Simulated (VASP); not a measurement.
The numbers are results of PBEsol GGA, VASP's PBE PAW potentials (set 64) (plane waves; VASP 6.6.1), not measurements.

VASP input:

INCAR:
```
! general
SYSTEM =Tl
PREC   =Accurate
ENCUT  =530   ! plane-wave cut-off (eV)
LREAL  =.FALSE.   ! projection in real space or not
LASPH  =.TRUE.

! electronic loop
EDIFF  =1E-7   ! SCF stop (eV)
NELM   =100   ! most electronic steps
ALGO   =Normal   ! blocked Davidson
LMAXMIX=4

! smearing
ISMEAR =1   ! Methfessel-Paxton
SIGMA  =0.1   ! width (eV)

! functional
GGA    =PS

! ions
IBRION =6   ! finite differences
NSW    =1   ! most ionic steps
ISIF   =3   ! ions, shape and volume
POTIM  =0.015   ! step
NFREE  =2

! output
LWAVE  =.FALSE.
LCHARG =.FALSE.
```

**KPOINTS**
```
Regular mesh
0
G
12 12 12
0 0 0
```

POSCAR:
```
Tl
1
   -1.9233092061     1.9233092061     1.9233092061
    1.9233092061    -1.9233092061     1.9233092061
    1.9233092061     1.9233092061    -1.9233092061
Tl
1
Direct
  0.0000000000   0.0000000000   0.0000000000
```

POTCAR, in this order: Tl_d (PBE.64 set). Program: vasp_std.

The run wrote:

### OUTCAR
```
 ion  position               nearest neighbor table
   1  0.000  0.000  0.000-
  LATTYP: Found a body centered cubic cell.
 ALAT       =     3.8466184122
 Subroutine PRICEL returns:
 Original cell was already a primitive cell.
 Subroutine GETGRP returns: Found 48 space group operations
The static configuration has the point symmetry O_h .
The dynamic configuration has the point symmetry O_h .
 Subroutine INISYM returns: Found 48 space group operations
 Subroutine IBZKPT returns following result:
 Found     72 irreducible k-points:

 Following reciprocal coordinates:
            Coordinates               Weight
  0.000000  0.000000  0.000000      1.000000
  0.083333  0.000000  0.000000     12.000000
  0.166667  0.000000  0.000000     12.000000
  0.250000  0.000000  0.000000     12.000000
  0.333333  0.000000  0.000000     12.000000
  0.416667  0.000000  0.000000     12.000000
  0.500000  0.000000  0.000000      6.000000
  0.083333  0.083333  0.000000     24.000000
  0.166667  0.083333 -0.000000     48.000000
  0.250000  0.083333  0.000000     48.000000
  0.333333  0.083333  0.000000     48.000000
  0.416667  0.083333  0.000000     48.000000
  0.166667  0.166667  0.000000     24.000000
  0.250000  0.166667  0.000000     48.000000
  0.333333  0.166667 -0.000000     48.000000
  0.416667  0.166667  0.000000     24.000000
  0.250000  0.250000  0.000000     24.000000
  0.333333  0.250000  0.000000     48.000000
  0.333333  0.333333  0.000000      8.000000
  0.083333  0.083333  0.083333      8.000000
  0.166667  0.083333  0.083333     24.000000
  0.250000  0.083333  0.083333     24.000000
  0.333333  0.083333  0.083333     24.000000
  0.416667  0.083333  0.083333     12.000000
 -0.083333  0.083333  0.083333      6.000000
...
```

File OSZICAR:
```
...
DAV:   7    -0.262183652051E+01   -0.41668E-06   -0.46610E-07  3612   0.737E-03    0.845E-04
DAV:   8    -0.262183670241E+01   -0.18190E-06   -0.75850E-08  1828   0.306E-03    0.183E-04
DAV:   9    -0.262183672318E+01   -0.20768E-07   -0.33758E-09  1750   0.707E-04
   6 F= -.26218367E+01 E0= -.26218331E+01  d E =-.108607E-04
       N       E                     dE             d eps       ncg     rms          rms(c)
DAV:   1    -0.280381998515E+01   -0.18198E+00   -0.37672E+00  3492   0.203E+01    0.232E+00
DAV:   2    -0.265282979954E+01    0.15099E+00   -0.28098E-01  3412   0.594E+00    0.900E-01
DAV:   3    -0.262372798605E+01    0.29102E-01   -0.69653E-02  3488   0.294E+00    0.553E-01
DAV:   4    -0.262148556116E+01    0.22424E-02   -0.51679E-03  3466   0.839E-01    0.293E-02
DAV:   5    -0.262149834126E+01   -0.12780E-04   -0.28885E-04  3590   0.182E-01    0.332E-02
DAV:   6    -0.262150365108E+01   -0.53098E-05   -0.55988E-06  3570   0.251E-02    0.389E-03
DAV:   7    -0.262150390477E+01   -0.25370E-06   -0.19286E-07  3580   0.476E-03    0.136E-03
DAV:   8    -0.262150390818E+01   -0.34104E-08   -0.10188E-08  1810   0.106E-03
   7 F= -.26215039E+01 E0= -.26214381E+01  d E =-.197277E-03
       N       E                     dE             d eps       ncg     rms          rms(c)
DAV:   1    -0.268043302869E+01   -0.58929E-01   -0.16344E+00 10488   0.131E+01    0.130E+00
DAV:   2    -0.263431284782E+01    0.46120E-01   -0.71937E-02 10058   0.300E+00    0.541E-01
DAV:   3    -0.262299002077E+01    0.11323E-01   -0.25066E-02 10448   0.176E+00    0.331E-01
DAV:   4    -0.262218607384E+01    0.80395E-03   -0.20679E-03 10314   0.520E-01    0.245E-02
DAV:   5    -0.262217699774E+01    0.90761E-05   -0.13713E-04 10550   0.127E-01    0.189E-02
DAV:   6    -0.262217728966E+01   -0.29192E-06   -0.33651E-06 10406   0.187E-02    0.155E-03
DAV:   7    -0.262217726889E+01    0.20762E-07   -0.75854E-08  6456   0.299E-03
   8 F= -.26221773E+01 E0= -.26220370E+01  d E =-.420832E-03
       N       E                     dE             d eps       ncg     rms          rms(c)
DAV:   1    -0.266956861907E+01   -0.47391E-01   -0.10366E+00 10336   0.930E+00    0.942E-01
DAV:   2    -0.263727379721E+01    0.32295E-01   -0.18503E-02 10320   0.166E+00    0.551E-01
DAV:   3    -0.262208845794E+01    0.15185E-01   -0.28723E-02 10430   0.192E+00    0.572E-02
DAV:   4    -0.262218342955E+01   -0.94972E-04   -0.14505E-03 10204   0.418E-01    0.303E-02
DAV:   5    -0.262217850383E+01    0.49257E-05   -0.30971E-05 10668   0.744E-02    0.869E-03
DAV:   6    -0.262217725173E+01    0.12521E-05   -0.48098E-06 10486   0.265E-02    0.121E-03
DAV:   7    -0.262217727634E+01   -0.24609E-07   -0.89528E-08  6332   0.343E-03
   9 F= -.26221773E+01 E0= -.26220370E+01  d E =-.420731E-03
       N       E                     dE             d eps       ncg     rms          rms(c)
DAV:   1    -0.265810955264E+01   -0.35932E-01   -0.94027E-01 10476   0.871E+00    0.619E-01
DAV:   2    -0.263875330849E+01    0.19356E-01   -0.10511E-02 10276   0.127E+00    0.374E-01
DAV:   3    -0.262339195451E+01    0.15361E-01   -0.15535E-02 10504   0.145E+00    0.542E-02
DAV:   4    -0.262283895596E+01    0.55300E-03   -0.95079E-04 10348   0.348E-01    0.238E-02
DAV:   5    -0.262217789401E+01    0.66106E-03   -0.83372E-05 10692   0.110E-01    0.749E-03
DAV:   6    -0.262217623847E+01    0.16555E-05   -0.64009E-06 10424   0.297E-02    0.138E-03
DAV:   7    -0.262217748991E+01   -0.12514E-05   -0.14112E-07  7602   0.414E-03    0.299E-04
DAV:   8    -0.262217706769E+01    0.42223E-06   -0.13183E-08  5294   0.127E-03    0.655E-05
DAV:   9    -0.262217722815E+01   -0.16046E-06   -0.17905E-09  5156   0.422E-04    0.445E-05
DAV:  10    -0.262217724234E+01   -0.14192E-07   -0.46680E-10  5124   0.225E-04
  10 F= -.26221772E+01 E0= -.26220370E+01  d E =-.420741E-03
       N       E                     dE             d eps       ncg     rms          rms(c)
DAV:   1    -0.266955351403E+01   -0.47376E-01   -0.11154E+00 10514   0.964E+00    0.942E-01
DAV:   2    -0.263727689826E+01    0.32277E-01   -0.18693E-02 10312   0.167E+00    0.551E-01
DAV:   3    -0.262208715628E+01    0.15190E-01   -0.28592E-02 10492   0.192E+00    0.572E-02
DAV:   4    -0.262218319619E+01   -0.96040E-04   -0.14459E-03 10218   0.416E-01    0.303E-02
DAV:   5    -0.262217870379E+01    0.44924E-05   -0.30991E-05 10486   0.745E-02    0.824E-03
DAV:   6    -0.262217725308E+01    0.14507E-05   -0.47228E-06 10468   0.266E-02    0.133E-03
DAV:   7    -0.262217728217E+01   -0.29091E-07   -0.10542E-07  6796   0.343E-03
  11 F= -.26221773E+01 E0= -.26220370E+01  d E =-.420744E-03
       N       E                     dE             d eps       ncg     rms          rms(c)
DAV:   1    -0.263210188461E+01   -0.99246E-02   -0.83957E-01 10440   0.822E+00    0.609E-01
DAV:   2    -0.262257774481E+01    0.95241E-02   -0.86153E-03 10156   0.118E+00    0.372E-01
DAV:   3    -0.262130053089E+01    0.12772E-02   -0.13664E-02 10510   0.139E+00    0.536E-02
DAV:   4    -0.262160779428E+01   -0.30726E-03   -0.79711E-04 10390   0.314E-01    0.229E-02
DAV:   5    -0.262217492232E+01   -0.56713E-03   -0.52012E-05 10694   0.846E-02    0.712E-03
DAV:   6    -0.262217982062E+01   -0.48983E-05   -0.39411E-06 10416   0.227E-02    0.147E-03
DAV:   7    -0.262217811893E+01    0.17017E-05   -0.88043E-08  6198   0.336E-03    0.331E-04
DAV:   8    -0.262217739290E+01    0.72603E-06   -0.13441E-08  5268   0.138E-03    0.168E-04
DAV:   9    -0.262217724217E+01    0.15073E-06   -0.19666E-09  5136   0.516E-04    0.840E-05
DAV:  10    -0.262217725256E+01   -0.10390E-07   -0.41102E-10  5072   0.237E-04
  12 F= -.26221773E+01 E0= -.26220370E+01  d E =-.420742E-03
       N       E                     dE             d eps       ncg     rms          rms(c)
DAV:   1    -0.266952759579E+01   -0.47350E-01   -0.11235E+00 10512   0.966E+00    0.942E-01
DAV:   2    -0.263728887982E+01    0.32239E-01   -0.18725E-02 10370   0.167E+00    0.551E-01
DAV:   3    -0.262208908483E+01    0.15200E-01   -0.28659E-02 10452   0.192E+00    0.575E-02
DAV:   4    -0.262218378686E+01   -0.94702E-04   -0.14522E-03 10280   0.418E-01    0.303E-02
DAV:   5    -0.262217882104E+01    0.49658E-05   -0.32550E-05 10566   0.766E-02    0.868E-03
DAV:   6    -0.262217725387E+01    0.15672E-05   -0.52706E-06 10554   0.282E-02    0.123E-03
DAV:   7    -0.262217728218E+01   -0.28315E-07   -0.10268E-07  6750   0.358E-03
  13 F= -.26221773E+01 E0= -.26220370E+01  d E =-.420735E-03
       N       E                     dE             d eps       ncg     rms          rms(c)
DAV:   1    -0.262488986178E+01   -0.27126E-02   -0.21292E+00  1530   0.119E+01    0.397E-01
DAV:   2    -0.262222679918E+01    0.26631E-02   -0.18853E-02  1604   0.169E+00    0.251E-01
DAV:   3    -0.262192979770E+01    0.29700E-03   -0.84780E-03  1590   0.111E+00    0.291E-02
DAV:   4    -0.262199846011E+01   -0.68662E-04   -0.46865E-04  1608   0.232E-01    0.782E-03
DAV:   5    -0.262200539267E+01   -0.69326E-05   -0.36475E-06  1638   0.210E-02    0.786E-04
DAV:   6    -0.262200575034E+01   -0.35767E-06   -0.77269E-08  1010   0.269E-03    0.310E-04
DAV:   7    -0.262200584735E+01   -0.97009E-07   -0.76778E-09   830   0.916E-04
  14 F= -.26220058E+01 E0= -.26218277E+01  d E =-.534419E-03
       N       E                     dE             d eps       ncg     rms          rms(c)
DAV:   1    -0.261835592631E+01    0.36498E-02   -0.65933E+00  1442   0.197E+01    0.273E-02
DAV:   2    -0.262199423045E+01   -0.36383E-02   -0.36584E-02  1502   0.223E+00    0.165E-02
DAV:   3    -0.262200861885E+01   -0.14388E-04   -0.43597E-04  1572   0.214E-01    0.508E-03
DAV:   4    -0.262200594041E+01    0.26784E-05   -0.18433E-05  1614   0.387E-02    0.143E-03
DAV:   5    -0.262200596130E+01   -0.20888E-07   -0.23505E-07  1532   0.484E-03
  15 F= -.26220060E+01 E0= -.26218278E+01  d E =-.534418E-03
```

### OUTCAR
```
------------------------ aborting loop because EDIFF is reached ----------------------------------------
  FORCE on cell =-STRESS in cart. coord.  units (eV):
  Direction    XX          YY          ZZ          XY          YZ          ZX
  --------------------------------------------------------------------------------------
  Total        0.0004876      0.0004876      0.0004876     -0.0000000      0.0000000     -0.0000000
  in kB        0.0274525      0.0274525      0.0274525     -0.0000000      0.0000000     -0.0000000
  external PRESSURE =       0.0274525 kB  Pullay stress =       0.0000000 kB
  volume of cell :       28.46
      direct lattice vectors                 reciprocal lattice vectors
    -1.923309206  1.923309206  1.923309206     0.000000000  0.259968599  0.259968599
     1.923309206 -1.923309206  1.923309206     0.259968599  0.000000000  0.259968599
     1.923309206  1.923309206 -1.923309206     0.259968599  0.259968599  0.000000000
 POSITION                                       TOTAL-FORCE (eV/Angst)
 -----------------------------------------------------------------------------------
     -0.01500      0.00000      0.00000        -0.000000      0.000000      0.000000
 -----------------------------------------------------------------------------------
    total drift:                               -0.000964      0.000000      0.000000
  FREE ENERGIE OF THE ION-ELECTRON SYSTEM (eV)
  ---------------------------------------------------
  free  energy   TOTEN  =        -2.6220059613 eV

  energy  without entropy=       -2.6214715429  energy(sigma->0) =       -2.62182782

   1 f/i=    0.000000 THz     0.000000 2PiTHz    0.000000 cm-1     0.000000 meV
             X         Y         Z           dx          dy          dz
      0.000000  0.000000  0.000000     0.910366   -0.413803    0.000000

   2 f/i=    0.000000 THz     0.000000 2PiTHz    0.000000 cm-1     0.000000 meV
             X         Y         Z           dx          dy          dz
      0.000000  0.000000  0.000000    -0.413803   -0.910366    0.000000

   3 f/i=    0.000000 THz     0.000000 2PiTHz    0.000000 cm-1     0.000000 meV
             X         Y         Z           dx          dy          dz
      0.000000  0.000000  0.000000     0.000000    0.000000    1.000000

 ELASTIC MODULI CONTR FROM IONIC RELAXATION (kBar)
 Direction    XX          YY          ZZ          XY          YZ          ZX
 --------------------------------------------------------------------------------
 XX           0.0000      0.0000      0.0000      0.0000      0.0000      0.0000
 YY           0.0000      0.0000      0.0000      0.0000      0.0000      0.0000
 ZZ           0.0000      0.0000      0.0000      0.0000      0.0000      0.0000
 XY           0.0000      0.0000      0.0000      0.0000      0.0000      0.0000
 YZ           0.0000      0.0000      0.0000      0.0000      0.0000      0.0000
 ZX           0.0000      0.0000      0.0000      0.0000      0.0000      0.0000
 --------------------------------------------------------------------------------

 TOTAL ELASTIC MODULI (kBar)
 Direction    XX          YY          ZZ          XY          YZ          ZX
 --------------------------------------------------------------------------------
 XX         225.9810    444.4657    444.4657     -0.0000      0.0000      0.0000
 YY         444.4657    225.9810    444.4657     -0.0000     -0.0000     -0.0000
 ZZ         444.4657    444.4657    225.9810      0.0000     -0.0000      0.0000
 XY          -0.0000     -0.0000      0.0000    -62.7399      0.0000     -0.0000
 YZ           0.0000     -0.0000     -0.0000      0.0000    -62.7399      0.0000
 ZX           0.0000     -0.0000      0.0000     -0.0000      0.0000    -62.7399
 --------------------------------------------------------------------------------
```
(Selected blocks of OUTCAR.)

Finite-difference elastic constants of metals are sensitive to mesh and smearing; shear constants can be off by tens of GPa.

The structure was generated: Tl was put into the bcc type (Im-3m), which need not be its known phase. It was relaxed first.
